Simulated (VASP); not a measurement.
Data:

```xyz
5
Lattice="-2.1327 2.1327 4.9822 2.1327 -2.1327 4.9822 2.1327 2.1327 -4.9822" Properties=species:S:1:pos:R:3 pbc="T T T"
La     0.0000     0.0000     9.9574
Si     0.0000     0.0000     4.1625
Si     2.1327     0.0000     2.5973
Si     0.0000     2.1327     2.5973
Ru     0.0000     0.0000     6.5332
```

Level of theory: PBEsol GGA, VASP's PBE PAW potentials (set 64) (plane waves; VASP 6.6.1). Numerical set-up: 300 eV cut-off, 9×9×9 Γ-centred mesh, Gaussian smearing of 0.050 eV, potentials La Si Ru_pv.

At this cut-off the stress carries a Pulay error, which pulls relaxed volumes low.

Question: Give the force on each atom (eV/Å).

Answer: 
| atom | Fx | Fy | Fz |
|---|---|---|---|
| La1 | 0.000 | 0.000 | -0.011 |
| Si2 | 0.000 | 0.000 | 0.091 |
| Si3 | 0.000 | 0.000 | -0.028 |
| Si4 | 0.000 | 0.000 | -0.028 |
| Ru5 | 0.000 | 0.000 | -0.023 |

Question: Give the stress tensor in GPa (positive for a compressed cell).

Answer: 
```
-3.18   0.00   0.00
 0.00  -3.18   0.00
 0.00   0.00  -3.15
```
The pressure is its mean diagonal, -3.17 GPa.

The structure comes from a computed database's LaSi3Ru entry; how it stands against other phases isn't given here. The cell was not relaxed at this level. The electron count is odd and the run is not spin-polarised, which forces a metal.
